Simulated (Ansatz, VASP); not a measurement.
## MoW14 (a cell with a defect) in VASP and in Ansatz

```
W Mo
1.0
     6.32000    0.00000    0.00000
     0.00000    6.32000    0.00000
     0.00000    0.00000    6.32000
W Mo
14 1
Direct
  0.00182 0.00180 0.00182
  0.49788 0.00212 0.00200
  0.00200 0.00212 0.49788
  0.49820 0.49818 0.00182
  0.49798 0.00202 0.49798
  0.75003 0.25013 0.24987
  0.00182 0.49818 0.49820
  0.24987 0.74997 0.24987
  0.24987 0.25013 0.75003
  0.49788 0.49800 0.49788
  0.75020 0.74980 0.24994
  0.75020 0.25006 0.75020
  0.24994 0.74980 0.75020
  0.75024 0.74976 0.75024
  0.00207 0.49793 0.00207
```

Alike in both runs: functional PBEsol; k mesh 3 × 3 × 3; occupations fermi-dirac, width 0.15 eV; no spin polarisation.

Ansatz relaxed the structure, and its values are those at the end. VASP's run is a single point on that final structure, the one shown.

|  | VASP | Ansatz |
| --- | --- | --- |
| version | VASP 6.6.1 | Ansatz 0.2.0 |
| potentials or method | VASP PAW PBE potentials, release 64 (W_sv, Mo_sv) | scalar-relativistic, plane waves, PAW |
| plane-wave cutoff (eV) | 520 | 420 |
| valence electrons in the cell | 210 | 210 |

VASP gave:

* rms of the force components (eV/Å): 0.009

Task: What did Ansatz give for the same quantities?

Result: rms of the force components (eV/Å): 0.007.

With one functional, cell and mesh, what is left measures potentials, basis and numerics. Ansatz warned: «pseudo_functional_mismatch».

Caveats: the PAW data sets were made with another functional, which shifts forces and pressure a little (VASP). Spin-orbit coupling is left out, which matters for the levels of W.
